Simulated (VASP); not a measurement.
Level of theory: vdW-DF2, VASP's PBE PAW potentials (set 64) (plane waves; VASP).

A VASP calculation is set up with these files.

### POSCAR
```
Bi
5.1447340
  0.8887285844  -0.4581346723   0.0165539262
  0.8887285844   0.4581346723   0.0165539262
  0.6385360985   0.0000000000   0.7695918059
Bi
2
Cartesian
  0.5531883181   0.0000000000   0.1837935892
  1.8628049491   0.0000000000   0.6189060692
```

**INCAR**
```
! general
SYSTEM    =  Bi
PREC      =  Accurate
ENCUT     =  520
LREAL     =  .FALSE.   ! projection in real space or not
LASPH     =  .TRUE.

! electronic loop
EDIFF     =  1E-7   ! SCF stop (eV)
NELM      =  100
ALGO      =  Normal   ! blocked Davidson
LMAXMIX   =  4   ! l cut-off of mixed one-centre charges

! smearing
ISMEAR    =  -5   ! tetrahedra, Bloechl

! functional
GGA       =  ML
LUSE_VDW  =  .TRUE.
AGGAC     =  0.0
ZAB_VDW   =  -1.8867

! ions
ISIF      =  2   ! forces and stress, cell fixed

! output
LWAVE     =  .FALSE.
LCHARG    =  .TRUE.
LORBIT    =  11   ! lm-projected
NEDOS     =  601   ! DOS grid
```

### KPOINTS
```
K-points
0
G
 8 8 8
0 0 0
```

POTCAR, in this order: Bi_d (PBE.64 set). Program: vasp_std.

Output

OSZICAR:
```
       N       E                     dE             d eps       ncg     rms          rms(c)
DAV:   1     0.300295436851E+03    0.30030E+03   -0.16537E+04  2470   0.178E+03
DAV:   2     0.233270405596E+02   -0.27697E+03   -0.27341E+03  2491   0.442E+02
DAV:   3     0.101297781772E+00   -0.23226E+02   -0.22818E+02  2835   0.155E+02
DAV:   4    -0.736441749172E+00   -0.83774E+00   -0.83577E+00  2661   0.322E+01
DAV:   5    -0.779724049759E+00   -0.43282E-01   -0.43281E-01  3417   0.663E+00    0.114E+00
DAV:   6    -0.770349937331E+00    0.93741E-02   -0.29886E-02  2871   0.211E+00    0.655E-01
DAV:   7    -0.769504193166E+00    0.84574E-03   -0.29730E-02  2509   0.214E+00    0.152E-01
DAV:   8    -0.770219565729E+00   -0.71537E-03   -0.32837E-03  2622   0.675E-01    0.330E-02
DAV:   9    -0.770275633378E+00   -0.56068E-04   -0.21661E-04  3114   0.147E-01    0.115E-02
DAV:  10    -0.770274610051E+00    0.10233E-05   -0.12331E-05  2727   0.374E-02    0.293E-03
DAV:  11    -0.770274746105E+00   -0.13605E-06   -0.25501E-06  2515   0.149E-02    0.780E-04
DAV:  12    -0.770274845498E+00   -0.99393E-07   -0.12325E-07  1870   0.282E-03
   1 F= -.77027485E+00 E0= -.77027485E+00  d E =0.000000E+00
```

OUTCAR:
```
------------------------ aborting loop because EDIFF is reached ----------------------------------------
  FORCE on cell =-STRESS in cart. coord.  units (eV):
  Direction    XX          YY          ZZ          XY          YZ          ZX
  --------------------------------------------------------------------------------------
  Total        0.0615625      0.0108006      0.0164040      0.0000000      0.0000000      0.0168653
  in kB        1.1739491      0.2059596      0.3128123      0.0000000      0.0000000      0.3216088
  external PRESSURE =       0.5642403 kB  Pullay stress =       0.0000000 kB
  volume of cell :       84.02
      direct lattice vectors                 reciprocal lattice vectors
     4.572272165 -2.356981025  0.085165547     0.111071380 -0.212135777 -0.092156758
     4.572272165  2.356981025  0.085165547     0.111071380  0.212135777 -0.092156758
     3.285098376  0.000000000  3.959345130    -0.004778293  0.000000000  0.256531605
 POSITION                                       TOTAL-FORCE (eV/Angst)
 -----------------------------------------------------------------------------------
      2.84601      0.00000      0.94557         0.027533      0.000000      0.009148
      9.58364      0.00000      3.18411        -0.027533      0.000000     -0.009148
 -----------------------------------------------------------------------------------
    total drift:                                0.000000      0.000000      0.000000
  FREE ENERGIE OF THE ION-ELECTRON SYSTEM (eV)
  ---------------------------------------------------
  free  energy   TOTEN  =        -0.7702748455 eV

  energy  without entropy=       -0.7702748455  energy(sigma->0) =       -0.77027485

 total charge

# of ion       s       p       d       tot
------------------------------------------
    1        1.547   1.334   9.900  12.781
    2        1.547   1.334   9.900  12.781
--------------------------------------------------
tot          3.094   2.669  19.800  25.563
```
(Selected blocks of OUTCAR.)

**OUTCAR**
```
 val. band max:        4.4997391282   @ k =  -0.3750   0.5000   0.3750

 cond. band min:       4.5281023496   @ k =   0.5000   0.0000   0.0000


 Fermi energy:         4.5031566301

 k-point     1 :       0.0000    0.0000    0.0000
  band No.  band energies     occupation
      1     -18.0718      2.00000
      2     -18.0718      2.00000
      3     -17.9654      2.00000
      4     -17.9654      2.00000
      5     -17.9487      2.00000
      6     -17.8472      2.00000
      7     -17.8378      2.00000
      8     -17.8378      2.00000
      9     -17.7624      2.00000
     10     -17.7624      2.00000
     11      -7.6485      2.00000
     12      -3.5551      2.00000
     13       3.2446      2.00000
     14       3.6522      2.00000
     15       3.6522      2.00000
     16       6.4451      0.00000
     17       7.0133      0.00000
     18       7.0133      0.00000
     19      10.2136      0.00000

 k-point     2 :       0.1250    0.0000    0.0000
  band No.  band energies     occupation
      1     -18.0671      2.00000
      2     -18.0627      2.00000
      3     -17.9632      2.00000
      4     -17.9598      2.00000
      5     -17.9445      2.00000
      6     -17.8518      2.00000
      7     -17.8425      2.00000
      8     -17.8397      2.00000
      9     -17.7721      2.00000
     10     -17.7672      2.00000
     11      -7.5314      2.00000
     12      -3.7530      2.00000
     13       3.3061      2.00000
     14       3.5354      2.00000
     15       3.6020      2.00000
     16       6.3218      0.00000
     17       6.5915      0.00000
     18       6.8465      0.00000
     19      10.1349      0.00000

 k-point     3 :       0.2500    0.0000    0.0000
  band No.  band energies     occupation
      1     -18.0547      2.00000
      2     -18.0366      2.00000
      3     -17.9592      2.00000
      4     -17.9443      2.00000
      5     -17.9310      2.00000
      6     -17.8676      2.00000
      7     -17.8559      2.00000
...
```

Unless said otherwise, spin-orbit coupling is left out, though it shifts the bands of the heavy elements here.

The compound is Bi in the a7 structure. It was relaxed first, which changed the volume by +19 %.
